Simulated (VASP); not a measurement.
Here is the system:

```yaml
crystal:
  lattice:
    - [0.00000, 3.24724, 3.24724]
    - [3.24724, 0.00000, 3.24724]
    - [3.24724, 3.24724, 0.00000]
  atoms:
    - { symbol: Ag, position: [0.00000, 0.00000, 0.00000] }
    - { symbol: I, position: [0.25000, 0.25000, 0.25000] }
```

Method: AM05 GGA, VASP's PBE PAW potentials (set 64) (plane waves; VASP 6.6.1). Settings: 520 eV cut-off, Gaussian smearing of 0.050 eV, potentials Ag I.

Unless said otherwise, spin-orbit coupling is left out, though it shifts the bands of the heavy elements here.

### Question
What does the run give for the band gap (along the path) with the smallest direct gap where there is one?

### Answer

- band gap (along the path): 1.33 eV
- smallest direct gap (along the path): 1.33 eV

Total energies compare only between runs with the same potentials, cut-off and functional.

The compound is AgI in the zinc blende structure, whereas wurtzite is the usual form. It was relaxed first.
